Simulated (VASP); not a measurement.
Given:

```
CELL_PARAMETERS angstrom
      0.00000     3.57218     3.57218
      3.57218     0.00000     3.57218
      3.57218     3.57218     0.00000
ATOMIC_POSITIONS crystal
  Sr 0.00000 0.00000 0.00000
  Cl 0.25000 0.25000 0.25000
  Cl 0.75000 0.75000 0.75000
```

Level of theory: revTPSS meta-GGA, VASP's PBE PAW potentials (set 64) (plane waves; VASP). Settings: 520 eV cut-off, 6×6×6 Γ-centred mesh, Gaussian smearing of 0.050 eV, potentials Sr_sv Cl.

Question: Give the stress tensor in GPa (positive for a compressed cell).

Answer: 
```
-1.74   0.00   0.00
 0.00  -1.74   0.00
 0.00   0.00  -1.74
```
The pressure is its mean diagonal, -1.74 GPa.

The compound is SrCl2 in the fluorite structure. This cell is one point of a volume scan, at 1.06 of the reference volume.
